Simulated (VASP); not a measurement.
A convergence study with VASP on BN (space group P6_3/mmc): one setting is varied, all else stays as given below, so the limit is that of these other settings.

```
CELL_PARAMETERS angstrom
      1.24574    -2.15768     0.00000
      1.24574     2.15768     0.00000
      0.00000     0.00000     6.62670
ATOMIC_POSITIONS crystal
  B  0.33333 0.66667 0.25000
  B  0.66667 0.33333 0.75000
  N  0.66667 0.33333 0.25000
  N  0.33333 0.66667 0.75000
```

Level of theory: PBE GGA, VASP's PBE PAW potentials (set 64) (plane waves; VASP 6.6.1). The tightest run used: 400 eV cut-off, 14×14×5 Γ-centred mesh, Gaussian smearing of 0.010 eV, potentials B N.

**Question.** The settings run are 4×4×2 mesh; 5×5×2 mesh; 6×6×2 mesh; 8×8×3 mesh; 9×9×3 mesh; 12×12×4 mesh; 14×14×5 mesh. From which on does the highest Γ mode stay within 2 cm⁻¹ of the tightest run?

**Answer.** From 5×5×2 mesh on: it is off by 0.8 there and by no more than 2 in any finer run, while 4×4×2 mesh is off by 11.4.
```
setting       highest Γ mode (cm⁻¹)  irreducible k-points  difference judged (cm⁻¹)
------------  ---------------------  --------------------  ------------------------
4×4×2 mesh                   1399.1                     8                      11.4
5×5×2 mesh                   1388.6                    10                       0.8
6×6×2 mesh                   1387.4                    14                       0.4
8×8×3 mesh                   1387.5                    20                       0.3
9×9×3 mesh                   1387.6                    24                       0.1
12×12×4 mesh                 1387.8                    57                       0.0
14×14×5 mesh                 1387.8                    72                       0.0
```

Left out are rungs that failed or repeat a setting and relaxations that didn't move; long series are thinned to 24 rows.

The structure is a typed BN crystal (space group no. 194). The cell was not relaxed at this level.
